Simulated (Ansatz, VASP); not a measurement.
## Si126BC21 (amorphous Si0.85C0.15) in two plane-wave programs

Aim: how closely do two programs agree when they are given the same cell, functional and k mesh? Of the first pair: The structure shown is the start of the Ansatz relaxation below; VASP solves that cell, so the two are compared at the walk's first step.

Program: Ansatz 0.2.0. Level of theory: plane waves, with VASP 6.6.1 beside it; single point at PBE. Results are calculated unless marked as measured.

## 1. Starting point

The cell holds 148 atoms: 126 Si, 21 C and 1 B. Its edges and angles: a = 13.515 Å, b = 13.515 Å, c = 13.515 Å, α = 90.0°, β = 90.0°, γ = 90.0°. It derives from Si63C11 (amorphous Si0.85C0.15). As first built, before any earlier steps moved the atoms (in the runner's words): 148 atoms (126 Si, 22 C) placed at random at 2.56 g/cm^3, melted at 4500 K for 10 ps at fixed volume with the Erhart-Albe potential (Erhart and Albe, Phys. Rev. B 71, 035211 (2005)). Quenched from 4500 K to 100 K at 50 K/ps and fixed volume, held 5 ps. Nearest the centre at fractional (0.481, 0.630, 0.865): B148 at 0.00 Å, C130 at 1.50 Å, Si59 at 1.93 Å, Si53 at 1.95 Å, Si103 at 1.98 Å, C132 at 2.58 Å, Si54 at 2.99 Å, C145 at 3.02 Å.

## 2. Ansatz: relaxation, PBE

Ansatz runs on its PAW soft_1 files.

The two programs are compared at the cell with which this relaxation starts, whose forces are those of its first step.

input.yaml

```yaml
crystal:
  lattice:
    - [13.5152, 0.0, 0.0]
    - [0.0, 13.5152, 0.0]
    - [0.0, 0.0, 13.5152]
  atoms:
    - { symbol: Si, position: [0.55569, 0.17416, 0.97458] }
    - { symbol: Si, position: [0.17757, 0.98795, 0.31032] }
[... 1 atom line left out ...]
    - { symbol: Si, position: [0.76338, 0.58363, 0.9175] }
[... 5 atom lines left out ...]
    - { symbol: Si, position: [0.52384, 0.37312, 0.89356] }
[... 3 atom lines left out ...]
    - { symbol: Si, position: [0.64496, 0.77389, 0.94797] }
[... 3 atom lines left out ...]
    - { symbol: Si, position: [0.63638, 0.49454, 0.09001] }
    - { symbol: Si, position: [0.88111, 0.61293, 0.78613] }
[... 2 atom lines left out ...]
    - { symbol: Si, position: [0.37738, 0.62058, 0.07564] }
[... 3 atom lines left out ...]
    - { symbol: Si, position: [0.49098, 0.48601, 0.59927] }
[... 7 atom lines left out ...]
    - { symbol: Si, position: [0.23502, 0.35114, 0.87024] }
[... 2 atom lines left out ...]
    - { symbol: Si, position: [0.41763, 0.42582, 0.74534] }
[... 3 atom lines left out ...]
    - { symbol: Si, position: [0.26657, 0.82317, 0.00692] }
    - { symbol: Si, position: [0.77059, 0.61524, 0.09656] }
[... 2 atom lines left out ...]
    - { symbol: Si, position: [0.36905, 0.37563, 0.97509] }
    - { symbol: Si, position: [0.33766, 0.91616, 0.62522] }
[... 1 atom line left out ...]
    - { symbol: Si, position: [0.56903, 0.87159, 0.60667] }
    - { symbol: Si, position: [0.63987, 0.31824, 0.04003] }
[... 3 atom lines left out ...]
    - { symbol: Si, position: [0.53459, 0.63613, 0.9988] }
    - { symbol: Si, position: [0.27603, 0.65574, 0.9446] }
    - { symbol: Si, position: [0.33843, 0.70963, 0.21608] }
[... 3 atom lines left out ...]
    - { symbol: Si, position: [0.60687, 0.59924, 0.80578] }
    - { symbol: Si, position: [0.22022, 0.90518, 0.86602] }
    - { symbol: Si, position: [0.42996, 0.90347, 0.02098] }
[... 3 atom lines left out ...]
    - { symbol: Si, position: [0.28215, 0.6542, 0.55115] }
[... 3 atom lines left out ...]
    - { symbol: Si, position: [0.60339, 0.43586, 0.75467] }
[... 4 atom lines left out ...]
    - { symbol: Si, position: [0.72208, 0.86611, 0.07612] }
[... 3 atom lines left out ...]
    - { symbol: Si, position: [0.47295, 0.82156, 0.16355] }
[... 3 atom lines left out ...]
    - { symbol: Si, position: [0.51763, 0.87045, 0.88066] }
[... 20 atom lines left out ...]
    - { symbol: Si, position: [0.43835, 0.74874, 0.78943] }
[... 6 atom lines left out ...]
    - { symbol: Si, position: [0.46166, 0.65495, 0.58047] }
[... 1 atom line left out ...]
    - { symbol: Si, position: [0.11798, 0.57299, 0.92741] }
[... 1 atom line left out ...]
    - { symbol: Si, position: [0.49177, 0.00142, 0.77414] }
    - { symbol: Si, position: [0.34853, 0.46121, 0.12457] }
    - { symbol: Si, position: [0.78824, 0.81095, 0.85192] }
[... 1 atom line left out ...]
    - { symbol: Si, position: [0.26951, 0.799, 0.73782] }
    - { symbol: Si, position: [0.81643, 0.74031, 0.69142] }
    - { symbol: Si, position: [0.20229, 0.49675, 0.78911] }
    - { symbol: Si, position: [0.47679, 0.22502, 0.81633] }
    - { symbol: Si, position: [0.63846, 0.78865, 0.2054] }
[... 5 atom lines left out ...]
    - { symbol: C, position: [0.67047, 0.65302, 0.19486] }
    - { symbol: C, position: [0.69432, 0.69726, 0.62917] }
    - { symbol: C, position: [0.37447, 0.6011, 0.85133] }
[... 1 atom line left out ...]
    - { symbol: C, position: [0.33692, 0.53073, 0.78748] }
[... 1 atom line left out ...]
    - { symbol: C, position: [0.52555, 0.74609, 0.67516] }
[... 7 atom lines left out ...]
    - { symbol: B, position: [0.48068, 0.63031, 0.86482] }
[... 2 atom lines left out ...]
    - { symbol: C, position: [0.85451, 0.37528, 0.65633] }
[... 2 atom lines left out ...]
    - { symbol: C, position: [0.98358, 0.27751, 0.14804] }
kpoints:
  mp_grid: { grid: [1, 1, 1] }
hamiltonian:
  xc: pbe
  pseudopotentials: { kind: paw, azcp: { folder: soft_1 } }
scf:
  occupations: { method: gaussian, width: 0.025 }
output:
  forces: true
  eigenvalues: true
relax:
  f_tol: 0.05
  max_steps: 90
```

Started as:

```
ansatz run input.yaml --threads 4 --pin off --max-ram 15872MiB --backend cpu --events-out ev --progress --plain --runs-dir out
```

Numbers of over 12 decimals in the logs are rounded to 6 here.

Output:

```text
Engine: ansatz 0.2.0, aarch64-unknown-linux-gnu
Pseudopotentials: kind: paw
Pseudopotential: Si, paw, valence charge 4, recommended cutoff 420 eV (normal), soft_1/Si.paw.azcp
Pseudopotential: C, paw, valence charge 4, recommended cutoff 420 eV (normal), soft_1/C.paw.azcp
Pseudopotential: B, paw, valence charge 3, recommended cutoff 420 eV (normal), soft_1/B.paw.azcp
Functional definition: PBE
  parameter kappa = 0.804
  parameter beta = 0.066725
  exchange = pbe_x(kappa = kappa, mu = beta*pi^2/3)
  correlation = pbe_c(beta = beta)
Crystal: 148 atoms, lattice volume = 2468.695 Å³
Basis set: ecut = 420 eV, 48489 PW (Γ), exchange–correlation on 192×192×192 points (8 copies of the dense FFT grid, shifted against one another)
Bands: 444, of which v1, the nominal top of the filled ones, is band 296 counted from 1 (295 counted from 0)
Symmetry: 1 space group operations
Space group: P1 (ITA 1), of the structure as read, at distance tolerance 1.4e-4 Å
k-points: 1
Non-local potential: Si, projectors of the file, l = 0: 2, l = 1: 2, l = 2: 1
Non-local potential: C, projectors of the file, l = 0: 2, l = 1: 2, l = 2: 1
Non-local potential: B, projectors of the file, l = 0: 2, l = 1: 2, l = 2: 1
PAW form: soft (Blöchl's): semilocal exchange-correlation on the pseudo side does not see the compensation charge
PAW one-centre angular grid: Si, 110 points (default); XC on 64 Gauss nodes
PAW one-centre angular grid: C, 110 points (default); XC on 64 Gauss nodes
PAW one-centre angular grid: B, 110 points (default); XC on 64 Gauss nodes
Initial density: superposition of atomic densities (chi_scale 0.1, normalization cell, long waves kept (reshape's long-wave potential 0.89 eV rms))
Initial wavefunctions: pseudopotential atomic-orbital guess
Functional: x = pbe(κ = 0.804, μ = 0.219515), c = pbe(β = 0.066725)
SCF iter   1: F=—  HF=-85526.445189 eV  |F-HF|=—  |Δ(HF+E_count)|=         —  Δρ=5.92e-2  dr2=2.84e2  ethr=3.10e-3  ⟨swp⟩=6.0  Hψ=2107  notcnv=0  defer=107
preconditioner: auto → Resta (q_TF=auto, 2.150 Å⁻¹)  ε∞=5.6  [insulator: Δε(μ)=0.039 eV  Ē_g=8.511 eV  σ=0.025 eV  W_gap=0.51  n_scr=436 (ndim 8)  ℏωp=18.2 eV  f_vac=0.000  D(μ)=60.45/eV (n_scr^D=388)  ε∞_Penn≈5.6]
SCF iter   2: F=—  HF=-85494.400458 eV  |F-HF|=—  |Δ(HF+E_count)|=    3.20e1  Δρ=3.04e-2  dr2=4.46e1  ethr=3.10e-3  ⟨swp⟩=3.0  Hψ=826  notcnv=0  defer=138
SCF iter   3: F=—  HF=-85486.634686 eV  |F-HF|=—  |Δ(HF+E_count)|=    7.77e0  Δρ=7.73e-3  dr2=3.92e0  ethr=3.10e-3  ⟨swp⟩=5.0  Hψ=1130  notcnv=0  defer=138
SCF iter   4: F=—  HF=-85486.247086 eV  |F-HF|=—  |Δ(HF+E_count)|=   3.88e-1  Δρ=1.94e-3  dr2=1.72e-1  ethr=6.64e-4  ⟨swp⟩=6.0  Hψ=617  notcnv=0  defer=138
SCF iter   5: F=—  HF=-85486.273556 eV  |F-HF|=—  |Δ(HF+E_count)|=   2.65e-2  Δρ=5.58e-4  dr2=2.10e-2  ethr=2.90e-5  ⟨swp⟩=4.0  Hψ=814  notcnv=0  defer=143
SCF iter   6: F=—  HF=-85486.280271 eV  |F-HF|=—  |Δ(HF+E_count)|=   6.71e-3  Δρ=1.91e-4  dr2=3.79e-3  ethr=3.56e-6  ⟨swp⟩=2.0  Hψ=437  notcnv=0  defer=143
SCF iter   7: F=—  HF=-85486.281358 eV  |F-HF|=—  |Δ(HF+E_count)|=   1.09e-3  Δρ=6.60e-5  dr2=3.65e-4  ethr=6.41e-7  ⟨swp⟩=2.0  Hψ=437  notcnv=0  defer=143
SCF iter   8: F=—  HF=-85486.281498 eV  |F-HF|=—  |Δ(HF+E_count)|=   1.39e-4  Δρ=2.00e-5  dr2=2.97e-5  ethr=6.18e-8  ⟨swp⟩=2.0  Hψ=596  notcnv=0  defer=143
SCF iter   9: F=-85486.281513 eV  HF=-85486.281512 eV  |F-HF|=2.59e-7  |Δ(HF+E_count)|=   1.45e-5  Δρ=5.68e-6  dr2=2.28e-6  ethr=5.03e-9  ⟨swp⟩=17.0  Hψ=3092  notcnv=0
SCF 1 converged in 9 iterations: F = -85486.281513 eV  dr2 = 2.28e-6
  greatest PAW one-centre occupation: 0.688 electrons in one spin orbital (limit 2), on the Si atom at site 16 (counted from 0), in its partial waves of l = 0
relax step   1: F+E_penalty+E_count = -85486.28151251 eV  Δ(F+E_penalty+E_count) = +0.000e0 eV  max|allowed force component| = 1.536e0 eV/Å  Δτ_max = 0.0000 Å  (9 SCF iters, dr2 threshold 6.25e-5 eV, accepted)
Initial density: handed on by an earlier stage of this run
Initial wavefunctions: those handed on with the density
iter 1 solved again at ethr=3.12e-5 eV; its pass at ethr=3.10e-3 eV (dr2=1.85e-1 eV) is discarded
SCF iter   1: F=—  HF=-85486.565272 eV  |F-HF|=—  |Δ(HF+E_count)|=         —  Δρ=2.52e-3  dr2=1.90e-1  ethr=3.12e-5  ⟨swp⟩=1.0  Hψ=1328  notcnv=0  defer=143
preconditioner: auto → Resta (q_TF=auto, 2.150 Å⁻¹)  ε∞=5.7  [insulator: Δε(μ)=0.134 eV  Ē_g=8.397 eV  σ=0.025 eV  W_gap=0.50  n_scr=436 (ndim 8)  ℏωp=18.2 eV  f_vac=0.000  D(μ)=45.14/eV (n_scr^D=250)  ε∞_Penn≈5.7]
SCF iter   2: F=—  HF=-85486.532892 eV  |F-HF|=—  |Δ(HF+E_count)|=   3.24e-2  Δρ=1.25e-3  dr2=3.58e-2  ethr=3.12e-5  ⟨swp⟩=2.0  Hψ=594  notcnv=0  defer=143
SCF iter   3: F=—  HF=-85486.525920 eV  |F-HF|=—  |Δ(HF+E_count)|=   6.97e-3  Δρ=1.74e-4  dr2=5.66e-4  ethr=6.05e-6  ⟨swp⟩=2.0  Hψ=596  notcnv=0  defer=143
[...]
- { symbol: Si, position: [0.771697, 0.614775, 0.098432] }
    - { symbol: Si, position: [0.736614, 0.963289, 0.594574] }
    - { symbol: Si, position: [0.026229, 0.690297, 0.845111] }
    - { symbol: Si, position: [0.368844, 0.376578, 0.973039] }
    - { symbol: Si, position: [0.337602, 0.916854, 0.624751] }
    - { symbol: Si, position: [0.072918, 0.966220, 0.557746] }
    - { symbol: Si, position: [0.568882, 0.872372, 0.604878] }
    - { symbol: Si, position: [0.638776, 0.318631, 0.043305] }
    - { symbol: Si, position: [0.888918, 0.555926, 0.340315] }
    - { symbol: Si, position: [0.846098, 0.435922, 0.975107] }
    - { symbol: Si, position: [0.300475, 0.106754, 0.345655] }
    - { symbol: Si, position: [0.540759, 0.631231, 1.008064] }
    - { symbol: Si, position: [0.273265, 0.656328, 0.948419] }
    - { symbol: Si, position: [0.335755, 0.709148, 0.218949] }
    - { symbol: Si, position: [0.920282, 0.542181, 0.168688] }
    - { symbol: Si, position: [0.080581, 0.133837, 0.847460] }
    - { symbol: Si, position: [0.539175, 0.233644, 0.646434] }
    - { symbol: Si, position: [0.611661, 0.601059, 0.804651] }
    - { symbol: Si, position: [0.219951, 0.906394, 0.865557] }
    - { symbol: Si, position: [0.429272, 0.902775, 0.020507] }
    - { symbol: Si, position: [0.880394, 0.374236, 0.136815] }
    - { symbol: Si, position: [0.364727, 0.934477, 0.231784] }
    - { symbol: Si, position: [0.695926, 0.170409, 0.680250] }
    - { symbol: Si, position: [0.284594, 0.654003, 0.549380] }
[...]
- { symbol: Si, position: [0.817765, 0.742924, 0.691943] }
    - { symbol: Si, position: [0.195761, 0.496299, 0.789613] }
    - { symbol: Si, position: [0.475730, 0.226538, 0.814858] }
    - { symbol: Si, position: [0.637438, 0.788263, 0.205019] }
    - { symbol: Si, position: [0.931735, 0.258326, 0.624522] }
    - { symbol: Si, position: [0.529991, 0.098150, 0.222144] }
    - { symbol: Si, position: [0.444044, 0.984875, 0.407130] }
    - { symbol: Si, position: [0.396931, 0.814352, 0.357175] }
    - { symbol: C, position: [0.720884, 0.00699924, 0.064695] }
    - { symbol: C, position: [0.672729, 0.653323, 0.197472] }
    - { symbol: C, position: [0.697155, 0.699861, 0.627766] }
    - { symbol: C, position: [0.366848, 0.601689, 0.853037] }
    - { symbol: C, position: [0.656924, 0.621605, 0.373578] }
    - { symbol: C, position: [0.327947, 0.533195, 0.787051] }
    - { symbol: C, position: [0.626124, 0.478517, 0.240448] }
    - { symbol: C, position: [0.527419, 0.747206, 0.673364] }
    - { symbol: C, position: [0.676310, 0.386919, 0.291933] }
    - { symbol: C, position: [0.729624, 0.104568, 0.560722] }
    - { symbol: C, position: [0.812521, 0.814744, 0.376934] }
    - { symbol: C, position: [0.792751, 0.945555, 0.843544] }
    - { symbol: C, position: [0.416061, 0.051861, 0.286405] }
    - { symbol: C, position: [0.651895, 0.582621, 0.272411] }
    - { symbol: C, position: [0.226505, 0.940859, 0.185290] }
    - { symbol: B, position: [0.478935, 0.624254, 0.869644] }
    - { symbol: C, position: [0.470732, 0.968891, 0.639621] }
    - { symbol: C, position: [0.178629, 0.856836, 0.120624] }
    - { symbol: C, position: [0.853511, 0.374393, 0.656654] }
    - { symbol: C, position: [0.617246, 0.688061, 0.692893] }
    - { symbol: C, position: [0.763607, 0.164872, 0.251688] }
    - { symbol: C, position: [0.983632, 0.277535, 0.148083] }
```

## 3. VASP: single point, PBE, start cell, pair 1

The same cell, functional, mesh and smearing now go to VASP, with its own data sets.

Lines of VASP's logs that name or quote its potential files are left out, and so is its time.

INCAR

```
SYSTEM = Si126BC21
PREC = Accurate
ENCUT = 520
EDIFF = 1E-06
NELM = 120
ISMEAR = 0
SIGMA = 0.025
LREAL = Auto
ALGO = Normal
GGA = PE
NBANDS = 399
LORBIT = 11
LWAVE = .FALSE.
LCHARG = .FALSE.
ISIF = 2
LASPH = .TRUE.
GGA_COMPAT = .FALSE.
```

POSCAR

```
Si126BC21
1.0
   13.5152000000      0.0000000000      0.0000000000
    0.0000000000     13.5152000000      0.0000000000
    0.0000000000      0.0000000000     13.5152000000
Si C B
126 21 1
Direct
    0.5556928495      0.1741594649      0.9745767728
    0.1775704392      0.9879469042      0.3103172724
[... 1 atom line left out ...]
    0.7633775305      0.5836317628      0.9175002960
[... 5 atom lines left out ...]
    0.5238398248      0.3731206345      0.8935568841
[... 3 atom lines left out ...]
    0.6449627087      0.7738916183      0.9479696934
[... 3 atom lines left out ...]
    0.6363797798      0.4945394815      0.0900097668
    0.8811116373      0.6129321061      0.7861296910
[... 2 atom lines left out ...]
    0.3773825027      0.6205827513      0.0756407600
[... 3 atom lines left out ...]
    0.4909805256      0.4860083462      0.5992734107
[... 7 atom lines left out ...]
    0.2350168699      0.3511379780      0.8702423937
[... 2 atom lines left out ...]
    0.4176334793      0.4258168581      0.7453385817
[... 3 atom lines left out ...]
    0.2665665325      0.8231694685      0.0069181366
    0.7705916302      0.6152406180      0.0965579496
[... 2 atom lines left out ...]
    0.3690511424      0.3756289215      0.9750873091
    0.3376568604      0.9161610631      0.6252219723
[... 1 atom line left out ...]
    0.5690333846      0.8715890257      0.6066724873
    0.6398721440      0.3182416834      0.0400290044
[... 3 atom lines left out ...]
    0.5345906831      0.6361282112      0.9988013496
    0.2760299515      0.6557431633      0.9446031135
    0.3384263644      0.7096306381      0.2160826329
[... 3 atom lines left out ...]
    0.6068722623      0.5992364153      0.8057816385
    0.2202187167      0.9051808334      0.8660175210
    0.4299603409      0.9034716467      0.0209763821
[... 3 atom lines left out ...]
    0.2821489878      0.6541967562      0.5511498165
[... 3 atom lines left out ...]
    0.6033872973      0.4358574050      0.7546688173
[... 4 atom lines left out ...]
    0.7220832840      0.8661063099      0.0761217000
[... 3 atom lines left out ...]
    0.4729489760      0.8215564698      0.1635491891
[... 3 atom lines left out ...]
    0.5176319995      0.8704495679      0.8806602936
[... 20 atom lines left out ...]
    0.4383508938      0.7487421570      0.7894296792
[... 6 atom lines left out ...]
    0.4616579851      0.6549514621      0.5804723570
[... 1 atom line left out ...]
    0.1179782763      0.5729918906      0.9274076595
[... 1 atom line left out ...]
    0.4917722268      0.0014206227      0.7741431869
    0.3485335030      0.4612066414      0.1245708536
    0.7882384278      0.8109535930      0.8519222801
[... 1 atom line left out ...]
    0.2695113650      0.7989966852      0.7378211199
    0.8164289097      0.7403072097      0.6914215106
    0.2022907541      0.4967518054      0.7891115189
    0.4767890967      0.2250207174      0.8163327217
    0.6384589203      0.7886527761      0.2053983663
[... 5 atom lines left out ...]
    0.6704673257      0.6530203031      0.1948620812
    0.6943219486      0.6972593820      0.6291730792
    0.3744672665      0.6011009826      0.8513303540
[... 1 atom line left out ...]
    0.3369169528      0.5307283651      0.7874837220
[... 1 atom line left out ...]
    0.5255490115      0.7460932876      0.6751583402
[... 7 atom lines left out ...]
    0.4706774595      0.9689682728      0.6394503966
[... 2 atom lines left out ...]
    0.6145303066      0.6857908133      0.6948620812
[... 2 atom lines left out ...]
    0.4806810110      0.6303125370      0.8648188706
```

KPOINTS

```
Automatic mesh
0
Gamma
1 1 1
0 0 0
```

PAW data sets: Si, C and B (PBE family, release 64).

Started as:

```
export OMP_NUM_THREADS=3
mpirun -np 1 vasp_gam
```

Output:

```text
[banner, memory and clock lines left out]
running    1 mpi-ranks, on    1 nodes
[...]
Offloading initialized ...    1 GPUs detected
[...]
LDA part: xc-table for (Slater+PW92), standard interpolation
 POSCAR, INCAR and KPOINTS ok, starting setup
[...]
entering main loop
       N       E                     dE             d eps       ncg     rms          rms(c)
DAV:   1     0.311523669632E+04    0.31152E+04   -0.27129E+05   798   0.134E+03
DAV:   2    -0.440311772244E+03   -0.35555E+04   -0.33313E+04   997   0.235E+02
DAV:   3    -0.858973146277E+03   -0.41866E+03   -0.40378E+03   996   0.722E+01
DAV:   4    -0.876742260996E+03   -0.17769E+02   -0.17547E+02   972   0.167E+01
[...]
DAV:  18    -0.832305503774E+03   -0.12806E-05   -0.17997E-05   956   0.630E-03    0.756E-03
DAV:  19    -0.832305505580E+03   -0.18061E-05   -0.97247E-06   996   0.402E-03    0.417E-03
DAV:  20    -0.832305505655E+03   -0.74748E-07   -0.10939E-06   500   0.169E-03
   1 F= -.83230551E+03 E0= -.83229845E+03  d E =-.141047E-01
```

OUTCAR, selected parts (step 3):

```text
  Total        9.3460154     41.9491556     42.4263442    -19.9024875    -11.6300173    -10.2958145
  in kB        6.0655424     27.2249051     27.5345994    -12.9166684     -7.5478544     -6.6819599
  external PRESSURE =      20.2750156 kB  Pullay stress =       0.0000000 kB

 POSITION                                       TOTAL-FORCE (eV/Angst)
 -----------------------------------------------------------------------------------
      7.51030      2.35380     13.17160         0.020594      0.012067     -0.013395
      2.39990     13.35230      4.19400         0.022114      0.020389     -0.009283
[...]
1.23290      4.34050      7.57010        -0.004665     -0.005658      0.004787
      9.75910     11.70560      1.02880         0.030319     -0.004103     -0.039857
     11.01760      1.03230      2.02260         0.014750      0.004927      0.018151
      0.68270     12.15410      0.93850        -0.006829      0.011859     -0.016251
      4.27340      1.89040      6.96590        -0.025707      0.009238     -0.003118
      6.39200     11.10350      2.21040        -0.118525     -0.074887      0.008328
      7.79450      0.37690      0.95970        -0.019949      0.006197     -0.057131
      8.23970      5.01310      7.43230        -0.013597     -0.009760      0.010721
      7.28860      9.07330      5.72250        -0.016221     -0.010709      0.018167
      6.99590     11.76430     11.90230         0.011632      0.044903      0.029587
     11.39900      3.16380      4.76740        -0.000037     -0.008838      0.009082
[...]
-----------------------------------------------------------------------------------
    total drift:                                0.024317      0.017153     -0.007274

  FREE ENERGIE OF THE ION-ELECTRON SYSTEM (eV)
  ---------------------------------------------------
  free  energy   TOTEN  =      -832.3055056549 eV

  energy  without entropy=     -832.2914009150  energy(sigma->0) =     -832.29845328

[... 3 further parts left out ...]
[key lines of the parts left out:]
E-fermi :   6.9912
```

This run has no spin polarisation. Its electron count is odd, so without a moment it is a metal by construction.

## 4. Comparison

Known differences besides the potentials themselves: the cutoff is 420 eV in Ansatz and 520 eV in VASP (PREC = Accurate, projectors in real space). Total energies have different zeros and are not compared.

Forces on 9 of the 148 atoms, those with the largest forces and the largest differences (eV/Å; atoms numbered as in POSCAR):

| atom | Ansatz x, y, z | VASP x, y, z |
| --- | --- | --- |
| Si53 | 0.651, -0.091, 1.078 | 0.651, -0.091, 1.084 |
| Si59 | 1.028, -0.160, -0.404 | 1.027, -0.165, -0.403 |
| Si103 | -0.301, 0.526, -0.640 | -0.302, 0.531, -0.638 |
| C128 | 0.106, -0.047, 0.127 | 0.113, -0.008, 0.086 |
| C129 | 0.058, 0.025, 0.036 | 0.095, 0.020, 0.016 |
| C130 | -1.536, -0.333, -0.140 | -1.528, -0.306, -0.118 |
| C132 | -0.520, -0.225, -0.156 | -0.540, -0.263, -0.190 |
| C145 | 0.237, 0.070, -0.280 | 0.240, 0.049, -0.250 |
| B148 | 0.201, -0.339, 0.570 | 0.216, -0.337, 0.573 |

The forces differ by 6.9 meV/Å r.m.s., which is 5.2 % of the r.m.s. force of 0.133 eV/Å (both taken over all components).

(Part 1 of 2 ends here.)

[Lines on the potential files, build, host, timing and source positions are cut from VASP's logs without a mark.]

[Logs are printed without paths, hosts, clocks, repeated set-up lines and the standing remarks that a program may print on its own settings, such as how far it seeks lower states.]

[Hosts, paths, dates, database ids (printed as entryN), source tags and the programs' standing remarks are cut or masked in the printed files.]
